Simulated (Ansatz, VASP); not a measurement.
## HF: VASP beside Ansatz

One calculation is typed for both programs; each brings its own data sets. How far apart do they land? The structure shown is frame 113 of Ansatz's trajectory.

Method: plane waves, with VASP 6.6.1 beside it; single point at revPBE, in Ansatz 0.2.0.

### 1. Starting point

The cell holds 98 atoms: 49 F and 49 H. Its edges and angles: a = 11.756 Å, b = 11.756 Å, c = 11.756 Å, α = 90.0°, β = 90.0°, γ = 90.0°. As first built, before any earlier steps moved the atoms (in the runner's words): 49 hydrogen fluoride placed at random, at 1 g/cm^3; overlaps pushed apart, then 10 ps at 373 K with a harmonic two-site HF with charges of 0.5 e and a 12-6 site on F. Snapshot after 20 ps at 273 K and fixed volume.

### 2. Ansatz: dynamics, revPBE

Ansatz runs on its default PAW (the set named soft_2) files.

One frame of this run of dynamics is then solved in both programs, so the motion causes no difference.

Contents of input.yaml:

```yaml
crystal:
  lattice:
    - [11.75571, 0.0, 0.0]
    - [0.0, 11.75571, 0.0]
    - [0.0, 0.0, 11.75571]
  atoms:
    - { symbol: F, position: [0.89888, 0.00773, 0.07491] }
    - { symbol: H, position: [0.90768, 0.08213, 0.05] }
    - { symbol: F, position: [0.28904, 0.95628, 0.17386] }
    - { symbol: H, position: [0.30055, 0.01115, 0.23023] }
    - { symbol: F, position: [0.09636, 0.16994, 0.88941] }
    - { symbol: H, position: [0.15095, 0.13486, 0.93723] }
    - { symbol: F, position: [0.63344, 0.72936, 0.33642] }
    - { symbol: H, position: [0.64126, 0.74535, 0.25464] }
    - { symbol: F, position: [0.00316, 0.6331, 0.15247] }
    - { symbol: H, position: [0.98294, 0.7043, 0.12408] }
    - { symbol: F, position: [0.61042, 0.20531, 0.57814] }
    - { symbol: H, position: [0.66104, 0.26496, 0.56636] }
    - { symbol: F, position: [0.5326, 0.4556, 0.38973] }
    - { symbol: H, position: [0.51266, 0.44706, 0.46698] }
    - { symbol: F, position: [0.60881, 0.29456, 0.84304] }
    - { symbol: H, position: [0.68383, 0.27281, 0.81327] }
    - { symbol: F, position: [0.83789, 0.48684, 0.80316] }
    - { symbol: H, position: [0.91538, 0.5121, 0.81396] }
    - { symbol: F, position: [0.42526, 0.03029, 0.94344] }
    - { symbol: H, position: [0.43902, 0.97384, 0.88709] }
    - { symbol: F, position: [0.66467, 0.45056, 0.23188] }
    - { symbol: H, position: [0.60744, 0.47414, 0.28383] }
    - { symbol: F, position: [0.19851, 0.48378, 0.33228] }
    - { symbol: H, position: [0.12349, 0.46719, 0.30591] }
    - { symbol: F, position: [0.23874, 0.85324, 0.50628] }
    - { symbol: H, position: [0.25272, 0.78098, 0.47441] }
    - { symbol: F, position: [0.03234, 0.15755, 0.6019] }
    - { symbol: H, position: [0.07137, 0.08726, 0.59594] }
    - { symbol: F, position: [0.21442, 0.47152, 0.94672] }
    - { symbol: H, position: [0.18794, 0.46944, 0.87116] }
[... 62 atom lines left out ...]
    - { symbol: F, position: [0.71658, 0.77165, 0.75534] }
    - { symbol: H, position: [0.72055, 0.80804, 0.68167] }
    - { symbol: F, position: [0.14582, 0.00569, 0.57669] }
    - { symbol: H, position: [0.18669, 0.93826, 0.54937] }
    - { symbol: F, position: [0.52101, 0.47546, 0.59185] }
    - { symbol: H, position: [0.57056, 0.47007, 0.65557] }
kpoints:
  mp_grid: { grid: [1, 1, 1] }
hamiltonian:
  xc: revpbe
scf:
  occupations: { method: fixed }
output:
  forces: true
md:
  timestep: 0.5
  n_steps: 340
  ensemble: nve
  temperature: 273
  initial_velocities: maxwell_boltzmann
  seed: 5231
```

On the command line:

```console
$ ansatz run input.yaml --threads 4 --pin off --max-ram 8192MiB --backend cpu --events-out ev --progress --plain --runs-dir out
```

Numbers of over 12 decimals in the logs are rounded to 6 here.

What it wrote:

```text
Warning: md: disabling space-group detection — thermal motion breaks the input geometry's symmetry, so no spatial operation reduces the k-mesh or symmetrises the density; time reversal is kept, so that k and −k are solved as one point where they differ and the mesh holds both, and exact exchange and, on two spinor components, a DFT+U term hold to it where the run has them: on two components no moment then forms, and  [...]
Engine: ansatz 0.2.0, aarch64-unknown-linux-gnu
Pseudopotentials: kind: paw
Pseudopotential: F, paw, valence charge 7, recommended cutoff 420 eV (normal), F.paw.azcp
Pseudopotential: H, paw, valence charge 1, recommended cutoff 420 eV (normal), H.paw.azcp
Functional definition: revPBE
  parameter kappa = 1.245
  parameter beta = 0.066725
  exchange = pbe_x(kappa = kappa, mu = beta*pi^2/3)
  correlation = pbe_c(beta = beta)
Crystal: 98 atoms, lattice volume = 1624.601 Å³
Basis set: ecut = 420 eV, 31559 PW (Γ), exchange–correlation on 160×160×160 points (8 copies of the dense FFT grid, shifted against one another)
Bands: 294, of which v1, the nominal top of the filled ones, is band 196 counted from 1 (195 counted from 0)
Symmetry: 1 space group operations
k-points: 1
Non-local potential: F, projectors of the file, l = 0: 2, l = 1: 2, l = 2: 1
Non-local potential: H, projectors of the file, l = 0: 2, l = 1: 1
PAW form: soft (Blöchl's): semilocal exchange-correlation on the pseudo side does not see the compensation charge
PAW frozen core: F, regenerated for the run's functional, and the local potential with it (the file was generated under x = pbe(κ = 0.804, μ = 0.219515), c = pbe(β = 0.066725))
PAW one-centre angular grid: F, 110 points (default); XC on 64 Gauss nodes
PAW one-centre angular grid: H, 110 points (default); XC on 64 Gauss nodes
Initial density: superposition of atomic densities (neutral atoms: chi_scale 0, normalization atom), corrected by the library's trained network
Initial wavefunctions: pseudopotential atomic-orbital guess
Functional: x = revpbe(κ = 1.245, μ = 0.219515), c = pbe(β = 0.066725)
SCF iter   1: F=—  HF=-40475.269847 eV  |F-HF|=—  |Δ(HF+E_count)|=         —  Δρ=5.18e-3  dr2=3.76e-1  ethr=1.77e-3  ⟨swp⟩=5.0  Hψ=900  notcnv=0  defer=93
preconditioner: auto → Resta (q_TF=auto, 2.153 Å⁻¹)  ε∞=1.8  [insulator: Δε(μ)=7.358 eV  Ē_g=20.196 eV  n_scr=256 (ndim 8)  ℏωp=18.2 eV  f_vac=0.505  ε∞_Penn≈1.8]
SCF iter   2: F=—  HF=-40475.125355 eV  |F-HF|=—  |Δ(HF+E_count)|=   1.44e-1  Δρ=2.38e-3  dr2=7.07e-2  ethr=9.58e-5  ⟨swp⟩=2.0  Hψ=430  notcnv=0  defer=93
SCF iter   3: F=—  HF=-40475.101428 eV  |F-HF|=—  |Δ(HF+E_count)|=   2.39e-2  Δρ=7.57e-4  dr2=1.45e-2  ethr=1.80e-5  ⟨swp⟩=3.0  Hψ=358  notcnv=0  defer=56
automatic band count: iteration 3 solves 254 bands in place of 294: the levels show a gap, and the empty bands left out lie too high to hold charge; the band table lists the bands solved (type scf.n_extra_bands for more)
SCF iter   4: F=—  HF=-40475.089848 eV  |F-HF|=—  |Δ(HF+E_count)|=   1.16e-2  Δρ=2.51e-4  dr2=9.61e-4  ethr=3.69e-6  ⟨swp⟩=4.0  Hψ=356  notcnv=0  defer=56
SCF iter   5: F=—  HF=-40475.087564 eV  |F-HF|=—  |Δ(HF+E_count)|=   2.28e-3  Δρ=1.13e-4  dr2=1.41e-4  ethr=2.45e-7  ⟨swp⟩=3.0  Hψ=386  notcnv=0  defer=56
SCF iter   6: F=—  HF=-40475.087253 eV  |F-HF|=—  |Δ(HF+E_count)|=   3.12e-4  Δρ=3.97e-5  dr2=1.57e-5  ethr=3.60e-8  ⟨swp⟩=2.0  Hψ=401  notcnv=0  defer=56
SCF iter   7: F=—  HF=-40475.087107 eV  |F-HF|=—  |Δ(HF+E_count)|=   1.45e-4  Δρ=1.02e-5  dr2=1.30e-6  ethr=4.01e-9  ⟨swp⟩=2.0  Hψ=452  notcnv=0  defer=56
SCF iter   8: F=—  HF=-40475.087104 eV  |F-HF|=—  |Δ(HF+E_count)|=   3.25e-6  Δρ=4.81e-6  dr2=2.25e-7  ethr=3.31e-10  ⟨swp⟩=3.0  Hψ=431  notcnv=0  defer=56
SCF iter   9: F=-40475.087104 eV  HF=-40475.087104 eV  |F-HF|=6.86e-8  |Δ(HF+E_count)|=   2.99e-7  Δρ=1.33e-6  dr2=2.18e-8  ethr=2.50e-11  ⟨swp⟩=5.0  Hψ=837  notcnv=0
SCF 1 converged in 9 iterations: F = -40475.087104 eV  dr2 = 2.18e-8
  greatest PAW one-centre occupation: 0.933 electrons in one spin orbital (limit 2), on the F atom at site 68 (counted from 0), in its partial waves of l = 0
md step     0: t =     0.00 fs  T =   273.0 K  F+E_penalty+E_count = -40475.08710381 eV  E_kin = 3.422934 eV  conserved = -40471.66416978 eV  (9 SCF iters)
[...]
md step   337: t =   168.50 fs  T =   487.7 K  F+E_penalty+E_count = -40477.79197396 eV  E_kin = 6.115301 eV  conserved = -40471.67667322 eV  (4 SCF iters)
[...]
md step   338: t =   169.00 fs  T =   490.3 K  F+E_penalty+E_count = -40477.82331991 eV  E_kin = 6.147094 eV  conserved = -40471.67622604 eV  (4 SCF iters)
[...]
md step   339: t =   169.50 fs  T =   487.2 K  F+E_penalty+E_count = -40477.78212927 eV  E_kin = 6.108452 eV  conserved = -40471.67367762 eV  (4 SCF iters)
[...]
md step   340: t =   170.00 fs  T =   481.2 K  F+E_penalty+E_count = -40477.70577045 eV  E_kin = 6.033880 eV  conserved = -40471.67189064 eV  (7 SCF iters)
SCF converged after 7 iterations
Free energy (F): -40477.705770 eV
Harris-Foulkes:  -40477.705771 eV  (|F-HF|=5.78e-8)
Internal energy: -40477.705770 eV  (E = F + TS)
E sigma→0 (E₀):  -40477.705770 eV
Fermi energy:    -5.263607 eV
--- Per-component energies (eV) ---
  E_band       = -5003.856760
  E_kinetic    = 10735.382349
  E_local      = -46592.667691  (includes V_loc(G=0)·N_el)
  E_nonlocal   = 3635.189280
  E_hartree    = 17998.450460
  E_xc         = -4329.904924
  E_vxc        = -5527.606946  (∫ρ·V_xc dr)
  E_paw        = -9907.845715  (= ΣΔE_a)
  E_vpaw       = -3251.094673  (= ΣTr[D̂ρ^β])
  E_aug_tail   = 0.044727  (compensation charges beyond the density's cutoff)
  E_ewald      = -12015.537923
  E_core_change = -0.816333  (= ΣΔE_core)
  E_smearing   = -0.000000  (= −TS)
  E_closure    = 0.000000  (closes the sum)
  Σ components = -40477.705770   (vs F -40477.705770, Δ=0.00e0)
--- Forces (eV/Å), atoms counted from 1 ---
  atom   1  F      0.14678002    -0.38552291     0.16281962
  atom   2  H     -0.02852389     0.08945335    -0.45220738
  atom   3  F      0.16922926     0.19257184     0.03062701
  atom   4  H     -0.07642695    -0.23217928    -0.09725580
  atom   5  F      0.43732797     0.00268559     0.42216907
  atom   6  H     -0.36069798     0.08489963    -0.29811630
  atom   7  F     -0.32930972     0.22225952    -0.81375389
  atom   8  H      0.15534776    -0.20293482     0.88042169
  atom   9  F      0.22643075     0.29956469    -0.37385460
  atom  10  H     -0.09737996    -0.17815530     0.33002770
  atom  11  F     -0.09889499     0.03432484     0.70976027
  atom  12  H      0.38314193     0.06356157    -0.26253717
  atom  13  F      0.50666135    -0.25211422     0.20558028
  atom  14  H     -0.34482844     0.33723010    -0.20333371
  atom  15  F      1.33367481     0.50862499    -0.17260834
  atom  16  H     -1.07115806    -0.51452935     0.13627572
  atom  17  F      0.63172416     0.58458047    -0.13530336
  atom  18  H     -0.87097458    -0.35378232     0.18998748
  atom  19  F      1.98718577     0.52604573     0.34891726
  atom  20  H     -1.97707157    -0.95429761    -0.49745163
  atom  21  F      0.94821723    -0.02611004    -0.70201389
  atom  22  H     -0.75487688    -0.17647969     0.85118025
  atom  23  F     -0.07862124     0.00414917    -0.36696510
  atom  24  H      0.01606052    -0.01879052     0.27400549
[...]
atom  91  F      1.20652843     3.60770417     1.83497057
  atom  92  H     -1.33582549    -3.38995648    -1.86347020
  atom  93  F     -0.86850936     0.22007499     1.23438357
  atom  94  H      0.69047456    -0.02751017    -1.26979044
  atom  95  F      0.27914044    -0.53528632    -3.04722990
  atom  96  H     -0.57495957     0.52828681     2.79652011
  atom  97  F      0.65148652     0.68700632     0.31983963
  atom  98  H     -0.50635955    -0.66343074    -0.41020511
  max |Σ_I F_I| component: 3.63e-5 eV/Å
--- MD trajectory: 340 steps, t = 0.0 → 170.0 fs ---
  final state: T = 481.2 K   F+E_penalty+E_count = -40477.70577045 eV   E_kin = 6.033880 eV
  conserved energy: peak-to-peak 1.751e-2 eV (1.787e-4 eV/atom) over 170.0 fs
```

### 3. VASP: single point, revPBE

The same cell, functional and mesh now go to VASP, with its own data sets.

Lines of VASP's logs that name or quote its potential files are left out, and so is its time.

Contents of INCAR:

```
SYSTEM = HF
PREC = Accurate
ENCUT = 520
EDIFF = 1E-06
NELM = 120
ISMEAR = 0
SIGMA = 0.01
LREAL = Auto
ALGO = Normal
GGA = RE
NBANDS = 264
LORBIT = 11
LWAVE = .FALSE.
LCHARG = .FALSE.
ISIF = 2
LASPH = .TRUE.
GGA_COMPAT = .FALSE.
EFERMI = MIDGAP
NCORE = 2
```

Contents of POSCAR:

```
HF
1.0
   11.7557100000      0.0000000000      0.0000000000
    0.0000000000     11.7557100000      0.0000000000
    0.0000000000      0.0000000000     11.7557100000
F H
49 49
Direct
    0.8978190173      0.0177615814      0.0938522641
    0.2899016733      0.9570753276      0.1818775727
    0.0941159658      0.1285247765      0.8650179360
    0.6538864943      0.7031306489      0.3396647246
    0.9875294644      0.6304510744      0.1314935465
    0.5896368658      0.2102807912      0.6167130696
    0.5052778607      0.4567142265      0.3892661524
    0.5974288240      0.2759510059      0.8414293990
    0.8205884630      0.4747224966      0.8006577229
    0.4303015301      0.0440041478      0.9548976625
    0.6363205625      0.4842412751      0.2347880307
    0.1861733575      0.4788566577      0.3492430487
    0.2491129842      0.8396940721      0.4816808172
    0.0331753675      0.1595905309      0.6159389777
    0.2441962246      0.4745268470      0.9400538121
    0.6300002297      0.7902712809      0.1471285018
    0.8450361569      0.2137684581      0.0181613871
    0.2204630771      0.3912056354      0.1389112185
    0.8991545385      0.3110403370      0.5575163048
    0.3611011160      0.2875198521      0.4494666847
    0.9984424590      0.3322215332      0.8316979578
    0.2904460896      0.8478943424      0.0156179423
    0.1318338067      0.6858879642      0.9449025197
    0.9884728358      0.8346241954      0.0613829365
    0.7997730465      0.2353069274      0.7554626645
    0.6697085927      0.7460204445      0.9419167366
    0.3285892558      0.0149459284      0.3765404216
    0.8183087198      0.3539896782      0.1784579579
    0.7818838675      0.8490682400      0.5542838331
    0.2176474241      0.3719894417      0.5694679437
[... 62 atom lines left out ...]
    0.4822592595      0.7571299394      0.5997425932
    0.3128692355      0.0970251903      0.0014962941
    0.2163289159      0.5902748537      0.4150919000
    0.7430857005      0.8212604768      0.6845864690
    0.1973679174      0.9355793908      0.5434380399
    0.5712202836      0.4979792799      0.6457457695
```

Contents of KPOINTS:

```
Automatic mesh
0
Gamma
1 1 1
0 0 0
```

Potentials, in the order of the species: F and H (PBE family, release 64).

On the command line:

```console
$ mpirun -np 8 vasp_gam
```

What it wrote:

```text
[banner, memory and clock lines left out]
running    8 mpi-ranks, on    1 nodes
[...]
|                                                                             |
|               ----> ADVICE to this user running VASP <----                  |
|                                                                             |
|     You enforced a specific xc type in the INCAR file but a different       |
|     [... a line on the potential file left out ...]
|     I HOPE YOU KNOW WHAT YOU ARE DOING!                                     |
|                                                                             |

 LDA part: xc-table for (Slater+PW92), standard interpolation
 POSCAR, INCAR and KPOINTS ok, starting setup
[...]
entering main loop
       N       E                     dE             d eps       ncg     rms          rms(c)
DAV:   1     0.368955048790E+04    0.36896E+04   -0.22434E+05   584   0.137E+03
DAV:   2    -0.550752928535E+02   -0.37446E+04   -0.36368E+04   640   0.352E+02
DAV:   3    -0.412684893150E+03   -0.35761E+03   -0.35579E+03   616   0.114E+02
DAV:   4    -0.418051345953E+03   -0.53665E+01   -0.53533E+01   616   0.158E+01
[...]
DAV:  20    -0.393116328270E+03    0.45492E-05   -0.35025E-06   544   0.766E-03    0.425E-03
DAV:  21    -0.393116326943E+03    0.13265E-05   -0.16863E-06   408   0.489E-03    0.170E-03
DAV:  22    -0.393116326473E+03    0.47038E-06   -0.63281E-07   376   0.316E-03
   1 F= -.39311633E+03 E0= -.39311633E+03  d E =0.000000E+00
```

OUTCAR, selected parts (step 3):

```text
  FREE ENERGIE OF THE ION-ELECTRON SYSTEM (eV)
  ---------------------------------------------------
  free  energy   TOTEN  =      -393.1163264726 eV

  energy  without entropy=     -393.1163264726  energy(sigma->0) =     -393.11632647

[... 1 further part left out ...]
```

The run ends at a pressure of 0.86 GPa, with forces up to 3.1 eV/Å.

### 4. Side by side

Known differences besides the potentials themselves: fixed occupations in Ansatz, narrow Gaussian smearing in VASP; the cutoff is 420 eV in Ansatz and 520 eV in VASP (PREC = Accurate, projectors in real space); Ansatz makes its cores anew for this functional, VASP keeps those of its PBE data sets. Total energies have different zeros and are not compared.

Forces on 8 of the 98 atoms, those with the largest forces and the largest differences (eV/Å; atoms numbered as in POSCAR):

```
atom         Ansatz x, y, z           VASP x, y, z
  F1   0.140, -2.001, 0.959   0.200, -2.383, 1.047
 F14  0.636, -2.387, -0.476  0.549, -2.252, -0.462
 F21   0.875, -2.218, 0.850   0.785, -2.087, 0.798
 F36   0.934, -1.475, 1.189   1.178, -1.793, 1.359
 H50  -0.301, 2.200, -1.027  -0.347, 2.568, -1.134
 H63   -0.569, 2.408, 0.245   -0.474, 2.275, 0.217
 H76   1.239, -0.267, 0.878   1.564, -0.424, 1.046
 H85  -1.658, 1.608, -1.265  -1.916, 1.934, -1.440
```

The forces differ by 140 meV/Å r.m.s., which is 18.6 % of the r.m.s. force of 0.752 eV/Å (both taken over all components).

### 5. Outcome

```json
{"r.m.s. force difference (single point, revPBE)": "19 % of the r.m.s. force"}
```

The r.m.s. force difference is 19 % of the r.m.s. force (single point, revPBE), beyond the 3 % picked in this series as the mark of a large difference. What causes the difference of the single point, revPBE pair stays open here. 2 further runs of this series are not shown here. Such differences can come from data sets, numerical settings and the points named under the comparisons, not from the functional's error against experiment.

[Lines on the potential files, build, host, timing and source positions are cut from VASP's logs without a mark.]

[Logs are printed without paths, hosts, clocks, repeated set-up lines and the standing remarks that a program may print on its own settings, such as how far it seeks lower states.]

[Hosts, paths, dates, database ids (printed as entryN), source tags and the programs' standing remarks are cut or masked in the printed files.]
